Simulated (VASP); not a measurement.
Given:

```
MnSi
1.0
    4.35607     0.00000     0.00000
    0.00000     4.35607     0.00000
    0.00000     0.00000     4.35607
Mn Si
4 4
Direct
  0.86064   0.63936   0.36064
  0.36064   0.86064   0.63936
  0.13936   0.13936   0.13936
  0.63936   0.36064   0.86064
  0.15390   0.34610   0.65390
  0.65390   0.15390   0.34610
  0.84610   0.84610   0.84610
  0.34610   0.65390   0.15390
```
Starting moments (μB, in the order of the record's atoms Mn Mn Mn Mn Si Si Si Si): 0.9 0.9 0.9 0.9 0.0 0.0 0.0 0.0.

Level of theory: PBEsol GGA, VASP's PBE PAW potentials (set 64) (plane waves; VASP). Run with 500 eV cut-off, 7×7×7 Γ-centred mesh, first-order Methfessel-Paxton smearing of 0.10 eV, potentials Mn_pv Si.

The moments were started parallel, and other spin orders were not tried in this run.

### Question
Estimate the cell moment, energy per atom (σ→0), pressure, band gap (on the k-mesh) with the smallest direct gap where there is one.

### Answer

The band gap (on the k-mesh) is none (metal, semimetal or under 0.01 eV). The cell moment is 2.57 μB and the energy per atom (σ→0) comes out as -8.237 eV/atom. The pressure is 19.99 GPa.

### Question
Give the moment on each site (PAW-sphere projection).

### Answer

```tsv
site	moment (μB)
Mn1	0.67
Mn2	0.67
Mn3	0.67
Mn4	0.67
Si5	-0.03
Si6	-0.03
Si7	-0.03
Si8	-0.03
```

Total energies compare only between runs with the same potentials, cut-off and functional.

The compound is MnSi in the B20 structure. It was relaxed first under an external pressure of 20 GPa.
